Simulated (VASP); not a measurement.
Data:

```xyz
2
Lattice="0.0000 2.7198 2.7198 2.7198 0.0000 2.7198 2.7198 2.7198 0.0000" Properties=species:S:1:pos:R:3 pbc="T T T"
Si     0.0000     0.0000     0.0000
Si     1.3599     1.3599     1.3599
```

All values below come from r2SCAN meta-GGA, VASP's PBE PAW potentials (set 64) (plane waves; VASP). Settings: 480 eV cut-off, 8×8×8 Γ-centred mesh, Gaussian smearing of 0.050 eV, potentials Si.

Each relaxation starts from this cell; other phases were not tried.

Problem. The cell is relaxed at 10 GPa. What happens?

Solution. The volume per atom goes from 20.12 to 18.47 Å³ (-8.2 %), and the cell becomes a = b = c = 5.287 Å, α = β = γ = 90.00°, space group Fd-3m. The gap on the mesh goes from 0.82 to 0.68 eV.

Problem. The cell is relaxed at 30 GPa. What happens?

Solution. The volume per atom goes from 20.12 to 16.42 Å³ (-18.4 %), and the cell becomes a = b = c = 5.0838 Å, α = β = γ = 90.00°, space group Fd-3m. The gap on the mesh goes from 0.82 to 0.44 eV.

Failed runs are left out, and for metals the shear rows, which the mesh's noise covers.

The compound is Si in the diamond structure.
